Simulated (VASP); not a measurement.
# XPS shifts in Zr16HC, part 2 of 5

Aim: how the core levels of Zr16HC differ from atom to atom, with and without the screening of the hole.

VASP 6.6.1, plane waves and PAW; the level of theory is named at each step.

So far: The starting structure; Relaxation.

## (2) Relaxation (continued)

Level of this step: PBE; plane waves and PAW (H, C, Zr_sv) (VASP).

OUTCAR, selected parts (step 2):

```text
ion  position               nearest neighbor table
   1  0.334  0.333  0.700-   2 1.10
   2  0.335  0.333  0.656-   1 1.10   6 2.18   4 2.19   5 2.20
   3  0.000  0.000  0.610-   7 3.19  10 3.19   9 3.19   5 3.23   5 3.23   6 3.23   6 3.23   4 3.23
                             4 3.23
   4  0.500  0.000  0.610-   2 2.19   8 3.19   9 3.19  10 3.19   6 3.23   5 3.23   6 3.23   5 3.23
                             3 3.23   3 3.23
   5  0.000  0.500  0.610-   2 2.20   9 3.19   8 3.19   7 3.19   3 3.23   3 3.23   4 3.23   4 3.23
                             6 3.23   6 3.23
   6  0.500  0.500  0.610-   2 2.18  10 3.19   7 3.19   8 3.19   4 3.23   3 3.23   4 3.23   3 3.23
                             5 3.23   5 3.23
   7  0.833  0.333  0.507-  11 3.19   3 3.19  14 3.19   6 3.19  13 3.19   5 3.19   9 3.23   9 3.23
                            10 3.23  10 3.23   8 3.23   8 3.23
   8  0.333  0.333  0.507-  12 3.19   4 3.19  13 3.19   5 3.19  14 3.19   6 3.19  10 3.23   9 3.23
                            10 3.23   9 3.23   7 3.23   7 3.23
   9  0.833  0.833  0.507-  13 3.19   5 3.19  12 3.19   4 3.19  11 3.19   3 3.19   7 3.23   7 3.23
                             8 3.23   8 3.23  10 3.23  10 3.23
  10  0.333  0.833  0.507-  14 3.19   6 3.19  11 3.19   3 3.19  12 3.19   4 3.19   8 3.23   7 3.23
                             8 3.23   7 3.23   9 3.23   9 3.23
  11  0.000  0.000  0.403-   7 3.19  15 3.19  10 3.19  18 3.19   9 3.19  17 3.19  13 3.23  13 3.23
                            14 3.23  14 3.23  12 3.23  12 3.23
  12  0.500  0.000  0.403-   8 3.19  16 3.19   9 3.19  17 3.19  10 3.19  18 3.19  14 3.23  13 3.23
                            14 3.23  13 3.23  11 3.23  11 3.23
  13  0.000  0.500  0.403-   9 3.19  17 3.19   8 3.19  16 3.19   7 3.19  15 3.19  11 3.23  11 3.23
                            12 3.23  12 3.23  14 3.23  14 3.23
  14  0.500  0.500  0.403-  10 3.19  18 3.19   7 3.19  15 3.19   8 3.19  16 3.19  12 3.23  11 3.23
                            12 3.23  11 3.23  13 3.23  13 3.23
  15  0.833  0.333  0.300-  11 3.19  14 3.19  13 3.19  17 3.23  17 3.23  18 3.23  18 3.23  16 3.23
                            16 3.23
  16  0.333  0.333  0.300-  12 3.19  13 3.19  14 3.19  18 3.23  17 3.23  18 3.23  17 3.23  15 3.23
                            15 3.23
  17  0.833  0.833  0.300-  13 3.19  12 3.19  11 3.19  15 3.23  15 3.23  16 3.23  16 3.23  18 3.23
                            18 3.23
  18  0.333  0.833  0.300-  14 3.19  11 3.19  12 3.19  16 3.23  15 3.23  16 3.23  15 3.23  17 3.23
                            17 3.23

  LATTYP: Found a hexagonal cell.
 ALAT       =     6.4600000000
 C/A-ratio  =     3.8707430341

 Subroutine GETGRP returns: Found  1 space group operations
 (whereof  1 operations were pure point group operations)

The static configuration has the point symmetry C_1 .

 Found      5 irreducible k-points:

   k-points           NKPTS =      5   k-points in BZ     NKDIM =      5   number of bands    NBANDS=    122

   dimension x,y,z NGX =    32 NGY =   32 NGZ =  126
   dimension x,y,z NGXF=    64 NGYF=   64 NGZF=  252

   ENCUT  =  400.0 eV  29.40 Ry    5.42 a.u.  10.53 10.53 40.78*2*pi/ulx,y,z

   NELECT =     197.0000    total number of electrons

 k-points in reciprocal lattice and weights: Automatic mesh
   0.00000000  0.00000000  0.00000000       0.111
   0.33333333  0.00000000  0.00000000       0.222
   0.33333333  0.33333333  0.00000000       0.222
   0.00000000  0.33333333  0.00000000       0.222
  -0.33333333  0.33333333  0.00000000       0.222

 average (electrostatic) potential at core
       1 -36.3710       2 -52.3027       3 -82.3429       4 -82.1640       5 -82.1649
       6 -82.1633       7 -82.0016       8 -81.9661       9 -82.0018      10 -82.0013
      11 -82.0872      12 -82.0512      13 -82.0510      14 -82.0514      15 -82.4421
      16 -82.4362      17 -82.4421      18 -82.4422

 E-fermi :   1.5357

 k-point     1 :       0.0000    0.0000    0.0000
  band No.  band energies     occupation
    ...
     90       0.4842      2.00000
     91       0.6986      2.00000
     92       0.6988      2.00000
     93       0.9480      2.00000
     94       1.3896      1.96121
     95       1.7075      0.01513
     96       1.7082      0.01476
     97       1.8313      0.00003
     98       1.8871      0.00000
     99       2.0425      0.00000
    ...

 k-point     2 :       0.3333    0.0000    0.0000
  band No.  band energies     occupation
    ...
     95       1.2492      1.99995
     96       1.3996      1.94581
     97       1.4467      1.79190
     98       1.4544      1.74982
     99       1.5777      0.55317
    100       1.6286      0.18896
    101       1.6794      0.04221
    102       1.6992      0.02081
    103       1.7558      0.00186
    104       1.9092      0.00000
    ...

 k-point     3 :       0.3333    0.3333    0.0000
  band No.  band energies     occupation
    ...
     95       1.2492      1.99995
     96       1.3996      1.94575
     97       1.4466      1.79232
     98       1.4544      1.74984
     99       1.5775      0.55522
    100       1.6285      0.18941
    101       1.6793      0.04226
    102       1.6992      0.02083
    103       1.7559      0.00185
    104       1.9090      0.00000
    ...

  energy-cutoff  :      400.00
  volume of cell :      903.70
      direct lattice vectors                 reciprocal lattice vectors
     6.460000000  0.000000000  0.000000000     0.154798762 -0.089373107  0.000000000
     3.230000000  5.594524108  0.000000000     0.000000000  0.178746213  0.000000000
     0.000000000  0.000000000 25.005000000     0.000000000  0.000000000  0.039992002

 POSITION                                       TOTAL-FORCE (eV/Angst)
 -----------------------------------------------------------------------------------
      3.23457      1.86482     17.64153        -0.001721     -0.000031     -0.003793
      3.23196      1.86485     16.53005        -0.002236     -0.000271      0.003530
      0.00091      0.00001     15.10151         0.000202     -0.000069      0.046812
      3.23082      0.04280     15.25609         0.000511     -0.009144      0.006989
      1.65304      2.77580     15.25669        -0.006405      0.004183      0.008103
      4.80895      2.77594     15.25568         0.008719      0.005148      0.005612
      6.46117      1.88160     12.71278        -0.000328      0.036663      0.025149
      3.23050      1.86483     12.71228         0.001297      0.000161      0.040679
      8.06137      4.65355     12.71295        -0.031959     -0.018421      0.025099
      4.86038      4.65390     12.71264         0.031112     -0.018511      0.024438
      0.00000      0.00000     10.08500        -0.000147      0.000077     -0.564024
      3.23000      0.00000     10.08500         0.000527      0.014397     -0.468624
      1.61500      2.79726     10.08500         0.012485     -0.006862     -0.467969
      4.84500      2.79726     10.08500        -0.012397     -0.007441     -0.469145
      6.46000      1.86484      7.50000        -0.000036      0.005156      0.443463
      3.23000      1.86484      7.50000         0.000258      0.000030      0.456759
      8.07500      4.66210      7.50000        -0.004376     -0.002478      0.443283
      4.84500      4.66210      7.50000         0.004494     -0.002585      0.443640
 -----------------------------------------------------------------------------------
    total drift:                                0.001456     -0.000609      0.037933

  FREE ENERGIE OF THE ION-ELECTRON SYSTEM (eV)
  ---------------------------------------------------
  free  energy   TOTEN  =      -142.1439821447 eV

  energy  without entropy=     -142.0202074433  energy(sigma->0) =     -142.08209479

 reached required accuracy - stopping structural energy minimisation

[... 2 further parts left out ...]
```

CONTCAR:

```
Zr16HC
   1.00000000000000
     6.4600000000000000    0.0000000000000000    0.0000000000000000
     3.2300000000000000    5.5945241083999999    0.0000000000000000
     0.0000000000000000    0.0000000000000000   25.0049999999999990
  H               C               Zr
     1     1    16
Selective dynamics
Direct
     0.3340426540990296    0.3333291576964921    0.7055201391871656   T   T   T
     0.3336360941856360    0.3333351596529879    0.6610699078289771   T   T   T
     0.0001400182304250    0.0000025377029550    0.6039395718683587   T   T   T
     0.4963022108418017    0.0076502608147073    0.6101217253309082   T   T   T
     0.0078069004836194    0.4961631918133705    0.6101456211446428   T   T   T
     0.4963253108111610    0.4961884860623768    0.6101053685184672   T   T   T
     0.8320166568515913    0.3363293708196277    0.5084096714048685   T   T   T
     0.3334123465420711    0.3333314253803807    0.5083894372254877   T   T   T
     0.8319868834404398    0.8318051674242768    0.5084163284335266   T   T   T
     0.3364461380030651    0.8318678051989067    0.5084038755946473   T   T   T
     0.0000000000000000    0.0000000000000000    0.4033193360000027   F   F   F
     0.5000000000000000    0.0000000000000000    0.4033193360000027   F   F   F
     0.0000000000000000    0.5000000000000000    0.4033193360000027   F   F   F
     0.5000000000000000    0.5000000000000000    0.4033193360000027   F   F   F
     0.8333333329999988    0.3333333329999988    0.2999400120000004   F   F   F
     0.3333333329999988    0.3333333329999988    0.2999400120000004   F   F   F
     0.8333333329999988    0.8333333329999988    0.2999400120000004   F   F   F
     0.3333333329999988    0.8333333329999988    0.2999400120000004   F   F   F
```

This run has no spin polarisation.

The steps of the relaxation:

```tsv
step	energy less that of the first step (eV)	largest force (eV/Å)
1	0.0000	0.8027
2	-0.0617	0.5883
3	-0.0867	0.9805
4	-0.1072	0.7870
5	-0.1013	1.3102
6	-0.1216	0.5293
7	-0.1321	0.5250
8	-0.1340	0.5195
9	-0.1342	0.5215
10	-0.1379	0.5215
11	-0.1402	0.5172
12	-0.1411	0.5251
13	-0.1414	0.5224
14	-0.1435	0.5349
15	-0.1441	0.5479
16	-0.1441	0.5459
17	-0.1446	0.5519
18	-0.1446	0.5533
19	-0.1450	0.5558
20	-0.1457	0.5640
```

The atoms that moved most (Å):

```tsv
atom	dx	dy	dz	length
Zr3	0.001	0.000	-0.153	0.153
H1	-0.002	0.000	0.137	0.137
C2	-0.007	0.000	0.125	0.125
Zr10	0.015	-0.008	0.043	0.046
Zr7	0.001	0.017	0.043	0.046
Zr9	-0.014	-0.009	0.043	0.046
Zr5	0.038	-0.021	0.002	0.044
Zr4	0.001	0.043	0.001	0.043
```

Final coordinates:

```
H C Zr
1.0
     6.46000    0.00000    0.00000
     3.23000    5.59452    0.00000
     0.00000    0.00000   25.00500
H C Zr
1 1 16
Direct
  0.33404 0.33333 0.70552
  0.33364 0.33334 0.66107
  0.00014 0.00000 0.60394
  0.49630 0.00765 0.61012
  0.00781 0.49616 0.61015
  0.49633 0.49619 0.61011
  0.83202 0.33633 0.50841
  0.33341 0.33333 0.50839
  0.83199 0.83181 0.50842
  0.33645 0.83187 0.50840
  0.00000 0.00000 0.40332
  0.50000 0.00000 0.40332
  0.00000 0.50000 0.40332
  0.50000 0.50000 0.40332
  0.83333 0.33333 0.29994
  0.33333 0.33333 0.29994
  0.83333 0.83333 0.29994
  0.33333 0.83333 0.29994
```

Numbers from this step:

| Item | Value |
| --- | --- |
| free energy (TOTEN) | -142.1440 eV |
| energy at zero smearing | -142.0821 eV |
| Fermi energy | 1.536 eV |

The forces on the free atoms are under 0.05 eV/Å, while the fixed ones keep up to 0.56 eV/Å.

(Part 2 of 5 ends here.)

[Lines on the potential files, build, host, timing and source positions are cut from VASP's logs without a mark.]

[Logs are printed without paths, hosts, clocks, repeated set-up lines and the standing remarks that a program may print on its own settings, such as how far it seeks lower states.]

[Hosts, paths, dates, database ids (printed as entryN), source tags and the programs' standing remarks are cut or masked in the printed files.]
